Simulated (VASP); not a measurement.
Level of theory: PBE GGA, VASP's PBE PAW potentials (set 64) (plane waves; VASP).

Input for VASP

POSCAR:
```
MoSe
1
    3.2757317717     0.0000000000     0.0000000000
   -1.6378658858     2.8368667426     0.0000000000
    0.0000000000     0.0000000000     7.1769904966
Mo Se
2 2
Direct
  0.0000000000   0.0000000000   0.0000000000
  0.0000000000   0.0000000000   0.5000000000
  0.3333330000   0.6666670000   0.2500000000
  0.6666670000   0.3333330000   0.7500000000
```

File KPOINTS:
```
k-points along high-symmetry lines
10
Line-mode
Reciprocal
  0.000000   0.000000   0.000000 ! GAMMA
  0.500000  -0.000000   0.000000 ! M

  0.500000  -0.000000   0.000000 ! M
  0.333333   0.333333   0.000000 ! K

  0.333333   0.333333   0.000000 ! K
  0.000000   0.000000   0.000000 ! GAMMA

  0.000000   0.000000   0.000000 ! GAMMA
  0.000000   0.000000   0.500000 ! A

  0.000000   0.000000   0.500000 ! A
  0.500000  -0.000000   0.500000 ! L

  0.500000  -0.000000   0.500000 ! L
  0.333333   0.333333   0.500000 ! H

  0.333333   0.333333   0.500000 ! H
  0.000000   0.000000   0.500000 ! A

  0.500000  -0.000000   0.500000 ! L
  0.500000  -0.000000   0.000000 ! M

  0.333333   0.333333   0.500000 ! H
  0.333333   0.333333   0.000000 ! K
```

INCAR:
```
SYSTEM = MoSe
PREC = Accurate
ENCUT = 400
EDIFF = 1E-7
NELM = 100
ALGO = Normal
LREAL = .FALSE.
LASPH = .TRUE.
ISMEAR = 0
SIGMA = 0.05
GGA = PE
LMAXMIX = 4
LWAVE = .FALSE.
LCHARG = .FALSE.
LORBIT = 11
ICHARG = 11
```

POTCAR, in this order: Mo_sv Se (PBE.64 set). Program: vasp_std. Read from the step before: CHGCAR.

The run wrote:

### OSZICAR
```
       N       E                     dE             d eps       ncg     rms          rms(c)
DAV:   1     0.300480936539E+03    0.30048E+03   -0.20194E+04  4664   0.134E+03
DAV:   2    -0.166331738050E+02   -0.31711E+03   -0.31279E+03  5248   0.394E+02
DAV:   3    -0.277937120447E+02   -0.11161E+02   -0.10958E+02  5752   0.647E+01
DAV:   4    -0.279630072023E+02   -0.16930E+00   -0.16887E+00  4704   0.743E+00
DAV:   5    -0.279682954464E+02   -0.52882E-02   -0.52797E-02  5688   0.889E-01
DAV:   6    -0.279683953225E+02   -0.99876E-04   -0.99871E-04  4776   0.119E-01
DAV:   7    -0.279684000304E+02   -0.47079E-05   -0.47078E-05  5912   0.180E-02
DAV:   8    -0.279684001222E+02   -0.91833E-07   -0.91685E-07  3600   0.258E-03
   1 F= -.27968400E+02 E0= -.27965958E+02  d E =-.488373E-02
```

OUTCAR:
```
 val. band max:       10.3819359653   @ k =   0.2778   0.0000   0.0000

 cond. band min:      10.3932439705   @ k =   0.0000   0.0000   0.0556



 k-point     1 :       0.0000    0.0000    0.0000
  band No.  band energies     occupation
      1     -50.9793      2.00000
      2     -50.9749      2.00000
      3     -25.3058      2.00000
      4     -25.2002      2.00000
      5     -24.9344      2.00000
      6     -24.9344      2.00000
      7     -24.9283      2.00000
      8     -24.9283      2.00000
      9      -5.9737      2.00000
     10      -4.8859      2.00000
     11       2.1284      2.00000
     12       6.4518      2.00000
     13       6.4898      2.00000
     14       6.5263      2.00000
     15       6.5263      2.00000
     16       8.8019      2.00000
     17       8.8019      2.00000
     18       9.3092      2.00000
     19       9.3092      2.00000
     20       9.5659      2.00000
     21       9.5659      2.00000
     22       9.8096      2.00000
     23      10.3728      1.37939
     24      10.3728      1.37920

 k-point     2 :       0.0556    0.0000    0.0000
  band No.  band energies     occupation
      1     -50.9786      2.00000
      2     -50.9741      2.00000
      3     -25.3039      2.00000
      4     -25.1989      2.00000
      5     -24.9436      2.00000
      6     -24.9367      2.00000
      7     -24.9360      2.00000
      8     -24.9300      2.00000
      9      -5.9266      2.00000
     10      -4.8676      2.00000
     11       2.1954      2.00000
     12       6.3057      2.00000
     13       6.4228      2.00000
     14       6.5262      2.00000
     15       6.5287      2.00000
     16       8.7540      2.00000
     17       8.8576      2.00000
     18       8.8784      2.00000
     19       8.9129      2.00000
     20       9.7840      2.00000
     21       9.8340      2.00000
     22       9.9714      2.00000
     23      10.3563      1.66380
     24      10.4329      0.22844

...
```

The density is held fixed in this step, so its total energy and stress have no physical meaning.

The structure was generated: MoSe was put into the NiAs type type (P6_3/mmc), which need not be its known phase. It was relaxed first, which changed the volume by -33 %. VASP warned that the highest band is occupied, so more bands are needed.
